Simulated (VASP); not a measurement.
Output of a VASP run:

OSZICAR:
```
...
DAV:   7    -0.144358851892E+02    0.45078E-03   -0.33060E-03  1004   0.432E-01    0.488E-01
DAV:   8    -0.144370824380E+02   -0.11972E-02   -0.19590E-04  1020   0.970E-02    0.853E-02
DAV:   9    -0.144371698613E+02   -0.87423E-04   -0.89076E-04  1004   0.249E-02    0.314E-02
DAV:  10    -0.144371705767E+02   -0.71533E-06   -0.24814E-06   588   0.672E-03
   2 F= -.14437171E+02 E0= -.14436390E+02  d E =-.213515E+01
       N       E                     dE             d eps       ncg     rms          rms(c)
DAV:   1    -0.146623392546E+02   -0.22517E+00   -0.43059E+00   864   0.166E+01    0.385E+00
DAV:   2    -0.145240498519E+02    0.13829E+00   -0.22079E-01   876   0.384E+00    0.187E+00
DAV:   3    -0.144813332937E+02    0.42717E-01   -0.12327E-01   944   0.255E+00    0.147E+00
DAV:   4    -0.144808649860E+02    0.46831E-03   -0.20256E-03   980   0.370E-01    0.115E+00
DAV:   5    -0.144803483349E+02    0.51665E-03   -0.18183E-03   928   0.205E-01    0.171E-01
DAV:   6    -0.144803378996E+02    0.10435E-04   -0.91813E-05   980   0.697E-02    0.640E-02
DAV:   7    -0.144803379981E+02   -0.98435E-07   -0.10032E-05  1144   0.219E-02    0.878E-03
DAV:   8    -0.144803379317E+02    0.66384E-07   -0.63598E-07   504   0.531E-03
   3 F= -.14480338E+02 E0= -.14479953E+02  d E =-.217831E+01
       N       E                     dE             d eps       ncg     rms          rms(c)
DAV:   1    -0.144862386536E+02   -0.59007E-02   -0.15942E-01   860   0.318E+00    0.725E-01
DAV:   2    -0.144811490405E+02    0.50896E-02   -0.80344E-03   864   0.732E-01    0.347E-01
DAV:   3    -0.144796046458E+02    0.15444E-02   -0.44662E-03   940   0.489E-01    0.276E-01
DAV:   4    -0.144795882542E+02    0.16392E-04   -0.72100E-05   976   0.701E-02    0.211E-01
DAV:   5    -0.144795746301E+02    0.13624E-04   -0.58125E-05   936   0.369E-02    0.314E-02
DAV:   6    -0.144795752532E+02   -0.62303E-06   -0.31679E-06   932   0.128E-02
   4 F= -.14479575E+02 E0= -.14479166E+02  d E =-.217755E+01
       N       E                     dE             d eps       ncg     rms          rms(c)
DAV:   1    -0.144955235956E+02   -0.15949E-01   -0.38431E-01   864   0.492E+00    0.111E+00
DAV:   2    -0.144831838338E+02    0.12340E-01   -0.19611E-02   872   0.114E+00    0.536E-01
DAV:   3    -0.144794503953E+02    0.37334E-02   -0.10810E-02   948   0.755E-01    0.424E-01
DAV:   4    -0.144794069895E+02    0.43406E-04   -0.17949E-04   968   0.110E-01    0.322E-01
DAV:   5    -0.144793670494E+02    0.39940E-04   -0.14258E-04   932   0.573E-02    0.500E-02
DAV:   6    -0.144793660016E+02    0.10478E-05   -0.73393E-06   988   0.194E-02    0.142E-02
DAV:   7    -0.144793657883E+02    0.21329E-06   -0.46937E-07   484   0.561E-03
   5 F= -.14479366E+02 E0= -.14478996E+02  d E =0.209465E-03
       N       E                     dE             d eps       ncg     rms          rms(c)
DAV:   1    -0.144849761916E+02   -0.56102E-02   -0.10837E-01   860   0.262E+00    0.591E-01
DAV:   2    -0.144815142679E+02    0.34619E-02   -0.54792E-03   864   0.603E-01    0.283E-01
DAV:   3    -0.144804739541E+02    0.10403E-02   -0.30179E-03   940   0.401E-01    0.224E-01
DAV:   4    -0.144804631990E+02    0.10755E-04   -0.49803E-05   972   0.578E-02    0.170E-01
DAV:   5    -0.144804558010E+02    0.73979E-05   -0.38232E-05   936   0.299E-02    0.259E-02
DAV:   6    -0.144804564402E+02   -0.63922E-06   -0.20182E-06   852   0.103E-02
   6 F= -.14480456E+02 E0= -.14480066E+02  d E =-.881187E-03
```

### OUTCAR
```
------------------------ aborting loop because EDIFF is reached ----------------------------------------
  FORCE on cell =-STRESS in cart. coord.  units (eV):
  Direction    XX          YY          ZZ          XY          YZ          ZX
  --------------------------------------------------------------------------------------
  Total        0.0001582      0.0001582      0.0001582      0.0000000     -0.0000000      0.0000000
  in kB        0.0053461      0.0053461      0.0053461      0.0000000     -0.0000000      0.0000000
  external PRESSURE =       0.0053461 kB  Pullay stress =       0.0000000 kB
  volume of cell :       47.42
      direct lattice vectors                 reciprocal lattice vectors
     0.000000000  2.872811885  2.872811885    -0.174045507  0.174045507  0.174045507
     2.872811885 -0.000000000  2.872811885     0.174045507 -0.174045507  0.174045507
     2.872811885  2.872811885  0.000000000     0.174045507  0.174045507 -0.174045507
 POSITION                                       TOTAL-FORCE (eV/Angst)
 -----------------------------------------------------------------------------------
      2.87281     -0.00000      2.87281        -0.000000     -0.000000     -0.000000
      2.87281      2.87281      2.87281         0.000000      0.000000      0.000000
 -----------------------------------------------------------------------------------
    total drift:                                0.000000     -0.000000     -0.000000
  FREE ENERGIE OF THE ION-ELECTRON SYSTEM (eV)
  ---------------------------------------------------
  free  energy   TOTEN  =       -14.4804564402 eV

  energy  without entropy=      -14.4792855641  energy(sigma->0) =      -14.48006615

 reached required accuracy - stopping structural energy minimisation
```
(Selected blocks of OUTCAR.)

### POSCAR
```
HfTe
1
    0.0000000000     3.3804000000     3.3804000000
    3.3804000000     0.0000000000     3.3804000000
    3.3804000000     3.3804000000     0.0000000000
Hf Te
1 1
Direct
  0.0000000000   0.0000000000   0.0000000000
  0.5000000000   0.5000000000   0.5000000000
```

Question: Reconstruct the remaining input files.

Answer: This is not unique; one that fits is the input of the run itself, PBEsol GGA, plane waves, VASP's PBE PAW potentials (set 64).

KPOINTS:
```
Automatic mesh
0
Gamma
9 9 9
0 0 0
```

**INCAR**
```
EDIFFG = -0.01   ! ionic stop
ALGO = Normal   ! blocked Davidson
EDIFF = 1E-6
LASPH = T
ENCUT = 400
IBRION = 2
ISIF = 3   ! ions, shape and volume
LWAVE = F
ISMEAR = 1   ! Methfessel-Paxton
LMAXMIX = 6
LREAL = F   ! projection in real space or not
PREC = Accurate
GGA = PS   ! PBEsol
SIGMA = 0.1
LCHARG = F
NSW = 60   ! most ionic steps
SYSTEM = HfTe
NELM = 100
```

POTCAR, in this order: Hf_pv Te (PBE.64 set). Program: vasp_std.

Energy and stress use the plane-wave basis of the starting cell.

The structure was generated: HfTe was put into the rock salt type (Fm-3m), which need not be its known phase. This run relaxes it. Symmetry was kept, so distortions that lower it aren't found. VASP warned that the highest band is occupied, so more bands are needed.
